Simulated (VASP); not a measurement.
A VASP calculation is set up with these files.

File POSCAR:
```
Sr
1.0
  0.0000000000   2.7570776467   2.7570776467
  2.7570776467   0.0000000000   2.7570776467
  2.7570776467   2.7570776467   0.0000000000
Sr
1
Cart
  0.0000000000   0.0000000000   0.0000000000
```

INCAR:
```
# general
SYSTEM  = Sr
PREC    = Accurate
ENCUT   = 500
LREAL   = .False.
LASPH   = .True.

# electronic loop
EDIFF   = 1E-6
NELM    = 100
ALGO    = Normal
LMAXMIX = 4

# smearing
ISMEAR  = 0
SIGMA   = 0.05

# functional
GGA     = PE

# ions
IBRION  = 2
NSW     = 40
ISIF    = 3
EDIFFG  = -0.02
PSTRESS = 50

# output
LWAVE   = .False.
LCHARG  = .False.
```

File KPOINTS:
```
Regular mesh
0
Gamma
8 8 8
```

POTCAR, in this order: Sr_sv (PBE.64 set). Program: vasp_std.

Problem. Write an equivalent input for Quantum ESPRESSO's pw.x.

Solution. One equivalent input (not run):
```
&CONTROL
  calculation = 'vc-relax'
  pseudo_dir = './pseudo'
  outdir = './out'
  tprnfor = .true.
  tstress = .true.
  nstep = 40
  forc_conv_thr = 0.00078
/
&SYSTEM
  ibrav = 0
  nat = 1
  ntyp = 1
  ecutwfc = 68
  occupations = 'smearing'
  smearing = 'gaussian'
  degauss = 0.003675
  input_dft = 'pbe'
/
&ELECTRONS
  conv_thr = 7.3e-08
  electron_maxstep = 100
/
&IONS
/
&CELL
  press = 50
/
ATOMIC_SPECIES
  Sr 87.620 Sr.upf
CELL_PARAMETERS angstrom
    -0.0000000    2.7570776    2.7570776
     2.7570776   -0.0000000    2.7570776
     2.7570776    2.7570776   -0.0000000
ATOMIC_POSITIONS crystal
  Sr   0.0000000  0.0000000  0.0000000
K_POINTS automatic
  8 8 8 0 0 0
```
Limits of the translation: the potentials are each code's own (VASP's PAW set, PseudoDojo norm-conserving files in pw.x), so ENCUT and ecutwfc are chosen apart and not converted; conv_thr bounds pw.x's estimated SCF error, while EDIFF bounds the energy change between steps; forc_conv_thr acts on force components and is met together with etot_conv_thr.

The compound is Sr in the fcc structure. It was relaxed first under an external pressure of 5 GPa.
